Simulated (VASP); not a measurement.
# Sr2MoO4: structure and properties in VASP, part 2 of 2

Wanted: the relaxed cell of Sr2MoO4 and its properties. The start is a computed cell from the Materials Project.

VASP 6.6.1; AM05, no spin polarisation; plane waves and PAW (Sr_sv, Mo_sv, O).

Still holding for the runs below: This run has no spin polarisation, although Mo can carry a moment.

So far. Step 4 (Density, ELF and potential (AM05)): In this run the pressure is -0.02 GPa, small enough to go on. Step 5 (Band structure (AM05)): There is no gap at this level. The relaxed cell has a = 3.883, c = 12.866 Å (conventional setting).

## 6. Density of states (AM05) (continued)

The density of states has structure finer than the step of the table below, so its rows give means over 0.5 eV, whole bins alone (the curve runs from -12.0 to 4.84 eV). Peaks (eV: height): total -5.36: 14.8, -3.71: 12.0, -3.29: 11.4, 4.09: 7.35; O p -5.36: 7.62, -4.20: 3.90, -3.71: 7.44, -3.29: 7.66; Mo d -0.30: 2.70, 0.94: 2.35, 1.19: 2.67, 4.09: 2.18; Sr d -3.71: 0.282, 3.26: 1.26, 3.84: 1.52, 4.09: 1.61; Sr p -6.77: 0.131, -5.36: 0.278, -3.71: 0.239, -3.37: 0.140.

States under -12.0 eV and over 4.8 eV are left out. Density of states against energy, zero at the Fermi level; means over each step; values in states/eV/cell:

```tsv
energy (eV)	total	O p	Mo d	Sr d	Sr p	O s	Mo s
-9.5	0	0	0	0	0	0	0
-9.0	0.172	0.0875	0.0748	8.0e-5	9.5e-5	2.3e-4	0.00419
-8.5	1.70	0.872	0.583	0.00268	0.00342	0.00421	0.105
-8.0	1.71	0.835	0.425	0.00899	0.0220	0.00694	0.0778
-7.5	1.79	0.847	0.371	0.0156	0.0268	0.00642	0.0444
-7.0	3.88	1.80	0.733	0.0437	0.0640	0.00999	0.0306
-6.5	4.37	2.15	0.699	0.0576	0.0792	0.0140	0.0306
-6.0	3.24	1.73	0.349	0.0515	0.0496	0.0126	0.0167
-5.5	6.03	3.21	0.727	0.105	0.102	0.0544	0.188
-5.0	2.46	1.54	0.103	0.0311	0.0261	0.0144	0.0311
-4.5	4.73	2.66	0.281	0.127	0.0519	0.0106	0.00470
-4.0	6.65	3.86	0.151	0.171	0.118	0.0143	0.00523
-3.5	9.70	6.28	0.0540	0.196	0.142	0.00882	0.00236
-3.0	1.53	1.03	0.00665	0.0152	0.0163	8.3e-4	8.4e-6
-2.5	0	0	0	0	0	0	0
-2.0	0.0111	4.7e-4	0.00860	1.2e-4	0	0	0
-1.5	0.209	0.0144	0.157	0.00264	2.3e-5	0	0
-1.0	0.290	0.0327	0.203	0.00505	2.0e-4	1.2e-4	0
-0.5	2.07	0.333	1.33	0.0449	0.00305	0.00118	8.6e-5
0.0	2.57	0.410	1.66	0.0485	0.00799	0.00336	1.0e-4
0.5	2.16	0.358	1.40	0.0430	0.00839	0.00391	1.2e-4
1.0	3.14	0.565	2.04	0.0651	0.0115	0.00494	2.1e-4
1.5	1.39	0.245	0.889	0.0424	0.00543	0.00323	1.6e-4
2.0	0.567	0.0477	0.153	0.0921	0.00429	0.0161	6.4e-4
2.5	1.03	0.0740	0.224	0.175	0.0131	0.0498	0.00175
3.0	3.37	0.287	0.997	0.603	0.0437	0.160	0.00830
3.5	3.79	0.452	0.721	0.900	0.0525	0.114	0.00974
4.0	5.08	0.717	1.09	1.26	0.0651	0.152	0.0462
4.5	2.80	0.213	0.310	1.03	0.0310	0.109	0.0230
```

The finer mesh and the other smearing move the Fermi level by +0.05 eV from the 6×6×6 run, a small shift, which tests the Fermi level alone. Of the states within 0.3 eV of the Fermi level, the largest shares in the PAW spheres are Mo d 65 % and O p 16 %. The rest lies in smaller channels or between the spheres.

## 7. Vibrations at Γ (AM05)

Zone-centre modes test whether the atoms sit at a minimum within this cell. IBRION = 8 takes the force constants from linear response, which needs tightly converged orbitals.

Contents of INCAR:

```
SYSTEM = Sr2MoO4
PREC = Accurate
ENCUT = 520
EDIFF = 1E-08
NELM = 100
ISMEAR = 1
SIGMA = 0.2
LREAL = .FALSE.
ALGO = Normal
GGA = AM
NBANDS = 36
LASPH = .TRUE.
LORBIT = 11
LWAVE = .FALSE.
LCHARG = .FALSE.
KPAR = 4
IBRION = 8
ISIF = 2
```

Contents of POSCAR:

```
Sr2MoO4
1.0
    0.0000000000     -3.8831294035      0.0000000000
   -3.8831294035      0.0000000000      0.0000000000
    1.9415647018     -1.9415647018     -6.4330387376
Sr Mo O
2 1 4
Direct
    0.3510785313      0.6489214687      0.2978429373
    0.6489214687      0.3510785313      0.7021570627
    0.0000000000      0.0000000000      0.0000000000
    0.5000000000      0.0000000000      0.0000000000
    0.0000000000      0.5000000000      0.0000000000
    0.8370382558      0.1629617442      0.3259234884
    0.1629617442      0.8370382558      0.6740765116
```

Contents of KPOINTS:

```
Automatic mesh
0
Gamma
8 8 8
0 0 0
```

PAW data sets: Sr_sv, Mo_sv and O (PBE family, release 64).

Launch:

```sh
mpirun -np 4 vasp_std
```

Elapsed: 21 min, on 4 MPI ranks of Intel Xeon 6975P-C (Granite Rapids), shared host; peak memory 4.3 GiB.

Energies printed during the response cycles are not total energies of the cell.

Numbers from this step:

- bands: 36
- irreducible k-points: 59
- pressure of the cell: 0.1646 GPa
- largest force of the cell: 0.07849 eV/Å
- Fermi energy: 6.114 eV

The modes at Γ (shares of kinetic energy by element, %):

```tsv
mode	frequency (cm⁻¹)	symmetry	Sr %	Mo %	O %
1	-0.5	acoustic	52	29	19
2	-0.2	acoustic	52	29	19
3	-0.2	acoustic	52	29	19
4	98.2	Eg	98	0	2
5	98.2	Eg	98	0	2
6	117.9	Eu	47	27	26
7	117.9	Eu	47	27	26
8	180.9	A2u	46	38	16
9	188.5	A1g	100	0	0
10	208.1	Eg	2	0	98
11	208.1	Eg	2	0	98
12	226.9	Eu	1	16	83
13	226.9	Eu	1	16	83
14	401.9	Eu	0	18	82
15	401.9	Eu	0	18	82
16	420.9	A2u	1	19	80
17	423.0	Bu	0	0	100
18	514.1	A2u	0	15	85
19	537.3	A1g	0	0	100
20	689.4	Eu	0	11	89
21	689.4	Eu	0	11	89
```

Displacements in mode 5 (98.2 cm⁻¹), the largest set to 1:
```
Sr1  1.00 -1.00  0.00
Sr2 -1.00  1.00  0.00
Mo3  0.00  0.00  0.00
O4   0.00  0.00  0.00
O5   0.00  0.00  0.00
O6  -0.35  0.35  0.00
O7   0.35 -0.35  0.00
```

Displacements in mode 13 (226.9 cm⁻¹), the largest set to 1:
```
Sr1 -0.04  0.04  0.00
Sr2 -0.04  0.04  0.00
Mo3  0.28 -0.26  0.00
O4   0.52 -0.25  0.00
O5   0.27 -0.49  0.00
O6  -1.00  0.94  0.00
O7  -1.00  0.94  0.00
```

The three acoustic modes lie within 0.5 cm⁻¹ of zero, and all others are real. By the characters of their eigenvectors the optical modes sort into (cm⁻¹) Raman active: Eg 98, A1g 188, Eg 208, A1g 537; infrared active: Eu 118, A2u 181, Eu 227, Eu 402, A2u 421, A2u 514, Eu 689; silent: Bu 423. B labels carry no number here, since it depends on the setting of the axes. With a centre of inversion no mode is active in both.

## 8. Field gradients at the nuclei (AM05)

Field gradients probe how far the charge around each nucleus departs from cubic symmetry; LASPH keeps the non-spherical terms inside the spheres.

Contents of INCAR:

```
SYSTEM = Sr2MoO4
PREC = Accurate
ENCUT = 520
EDIFF = 1E-07
NELM = 100
ISMEAR = 0
SIGMA = 0.05
LREAL = .FALSE.
ALGO = Normal
GGA = AM
NBANDS = 36
LASPH = .TRUE.
LORBIT = 11
LWAVE = .FALSE.
LCHARG = .FALSE.
KPAR = 4
LEFG = .TRUE.
```

POSCAR is that of step 7.

Contents of KPOINTS:

```
Automatic mesh
0
Gamma
6 6 6
0 0 0
```

Launch:

```sh
mpirun -np 4 vasp_std
```

Elapsed: 22 s, on 4 MPI ranks; peak memory 1.1 GiB.

This step gave:

| Quantity | Value |
| --- | --- |
| SCF cycles | 17 |
| irreducible k-points | 30 |
| free energy (TOTEN) | -52.7774 eV |
| Fermi energy | 6.128 eV |
| pressure | -0.01981 GPa |

Electric field gradients, by row:

```tsv
atom	Vxx (V/Å²)	Vyy (V/Å²)	Vzz (V/Å²)	asymmetry
Sr1	18.17	18.17	-36.35	0
Sr2	18.17	18.17	-36.35	0
Mo3	-30.11	-30.11	60.21	0
O4	5.661	0.464	-6.125	0.848
O5	5.661	0.464	-6.125	0.848
O6	-10.26	-10.26	20.51	0
O7	-10.26	-10.26	20.51	0
```

The largest gradient, 60.21 V/Å², sits on Mo3; times the quadrupole moment of a nucleus that has one, it gives the coupling that NMR and NQR see.

## 9. Summary of results

| Property | Result |
| --- | --- |
| relaxed volume | 13.86 Å³/atom |
| relaxed conventional cell a, b, c | 3.883, 3.883, 12.866 Å |
| space group after relaxing, within 0.02 Å | I4/mmm (No. 139) |
| band gap | none, a metal |
| DOS at the Fermi level | 2.39 states/eV/cell |
| highest zone-centre mode | 689 cm⁻¹ |
| largest field gradient Vzz | 60.21 V/Å² on Mo3 |

With AM05, Sr2MoO4 relaxes to 13.86 Å³/atom in space group I4/mmm (held by the symmetry of the run) and comes out as a metal. Band structure (AM05): Of the bands kept, 3 cross the Fermi level on this path. Vibrations at Γ (AM05): The highest mode in this list at Γ, 689.4 cm⁻¹, is mostly motion of O (89 % of the kinetic energy). Spin-orbit coupling is left out; it would split some degenerate bands. Magnetism was not tested. Modes at Γ alone can't show that the crystal is stable at other wave vectors. No search among competing phases was made, and a listed structure need not be the one stable at ambient conditions. All values are for a static lattice at zero temperature.

[Lines on the potential files, build, host, timing and source positions are cut from VASP's logs without a mark.]

[Logs are printed without paths, hosts, clocks, repeated set-up lines and the standing remarks that a program may print on its own settings, such as how far it seeks lower states.]

[Hosts, paths, dates, database ids (printed as entryN), source tags and the programs' standing remarks are cut or masked in the printed files.]

[A measured line is paired with the nearest computed mode of its activity, which favours agreement.]
